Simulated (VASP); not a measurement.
Method: r2SCAN meta-GGA, VASP's PBE PAW potentials (set 64) (plane waves; VASP 6.6.1).

VASP ran on this input.

INCAR:
```
SYSTEM = Cd
PREC = Accurate
ENCUT = 480
EDIFF = 1E-6
NELM = 100
ALGO = Normal
LREAL = .FALSE.
LASPH = .TRUE.
ISMEAR = 1
SIGMA = 0.1
METAGGA = R2SCAN
LMIXTAU = .TRUE.
LMAXMIX = 4
LWAVE = .FALSE.
LCHARG = .FALSE.
IBRION = 2
ISIF = 3
NSW = 60
EDIFFG = -0.01
```

File KPOINTS:
```
Automatic
0
Gamma
  13 13 6
```

File POSCAR:
```
Cd
1
    2.9911034226    -0.0000000000     0.0000000000
   -1.4955517113     2.5903718493     0.0000000000
    0.0000000000    -0.0000000000     5.6268654670
Cd
2
Direct
  0.6666670000   0.3333330000   0.7500000000
  0.3333330000   0.6666670000   0.2500000000
```

POTCAR, in this order: Cd (PBE.64 set). Program: vasp_std.

### Question
What will the output report for the number of irreducible k-points (NKPTS), largest plane-wave count, number of space-group operations, FFT grid (NGX, NGY, NGZ)?

### Answer

The number of irreducible k-points (NKPTS) comes out as 84 and the largest plane-wave count is 1077. The number of space-group operations is 24. The FFT grid (NGX, NGY, NGZ) is 24 × 24 × 40.

The compound is Cd in the hcp structure. It was relaxed first. The start is the result of an earlier pass.
